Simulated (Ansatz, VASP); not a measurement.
## One calculation of Na2Al, two programs

```xyz
3
Lattice="1.7740 1.0242 5.3579 -1.7740 1.0242 5.3579 0.0000 -2.0484 5.3579" Properties=species:S:1:pos:R:3 pbc="T T T"
Na    0.0000    0.0000   12.0553
Na    0.0000    0.0000    4.0184
Al    0.0000    0.0000    0.0000
```

Alike in both runs: task relaxation of cell and atoms; functional PBE; k mesh 6 × 6 × 6; occupations gaussian, width 0.1 eV; no spin polarisation.

|  | VASP | Ansatz |
| --- | --- | --- |
| version | VASP 6.6.1 | Ansatz 0.2.0 |
| potentials or method | VASP PAW PBE potentials, release 64 (Na_pv, Al) | scalar-relativistic, plane waves, PAW |
| plane-wave cutoff (eV) | 600 | 420 |
| valence electrons in the cell | 17 | 21 |

```csv
,VASP,Ansatz,Ansatz less VASP
"gap on the k mesh at the Fermi level, each at its own relaxed structure (eV)",none,none,-
relaxed volume (Å³/atom),26.79,26.47,-0.321
relaxed cell length with the largest relative difference (Å),8.507,8.516,+0.0087
energy change over the relaxation (meV/atom),-1010,-1011,-0.6
```

A gap of «none» marks a metal or a gap that the smearing closes. The two sets of potentials don't hold the same shells in valence.

Caveats: the volume moved by over 15 % at a fixed basis, so the end points are rough (VASP).
